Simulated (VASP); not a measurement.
Harmonic phonons of Al3Sc (L1_2) from finite displacements in a 2×2×2 supercell. Mesh and cut-off are the supercell's.

Given:

```yaml
crystal:
  lattice:
    - [4.10636, 0.00000, 0.00000]
    - [0.00000, 4.10636, 0.00000]
    - [0.00000, 0.00000, 4.10636]
  atoms:
    - { symbol: Sc, position: [0.00000, 0.00000, 0.00000] }
    - { symbol: Al, position: [0.00000, 0.50000, 0.50000] }
    - { symbol: Al, position: [0.50000, 0.00000, 0.50000] }
    - { symbol: Al, position: [0.50000, 0.50000, 0.00000] }
```

Computed with PBE GGA, VASP's PBE PAW potentials (set 64) (plane waves; VASP 6.6.1). Numerical set-up: 400 eV cut-off, 3×3×3 Γ-centred mesh, first-order Methfessel-Paxton smearing of 0.10 eV, potentials Sc_sv Al.

The supercell is small, so branches between its commensurate points are interpolated roughly.

Problem. Give the frequencies (cm⁻¹; imaginary ones negative) at the high-symmetry points.

Solution. 
| branch | Γ | X | M | R |
|---|---|---|---|---|
| 1 | 0 | 173 | 161 | 132 |
| 2 | 0 | 173 | 176 | 132 |
| 3 | 0 | 178 | 176 | 173 |
| 4 | 230 | 178 | 206 | 173 |
| 5 | 230 | 197 | 216 | 173 |
| 6 | 230 | 231 | 224 | 234 |
| 7 | 254 | 252 | 249 | 234 |
| 8 | 254 | 266 | 251 | 234 |
| 9 | 254 | 266 | 251 | 254 |
| 10 | 332 | 270 | 300 | 320 |
| 11 | 332 | 305 | 300 | 320 |
| 12 | 332 | 305 | 306 | 320 |
The highest frequency is 332 cm⁻¹. No branch is imaginary beyond numerical noise (20 cm⁻¹), so no instability shows on this path; only the points that fit the supercell are exact.

The compound is Al3Sc in the L1_2 structure. It was relaxed first.
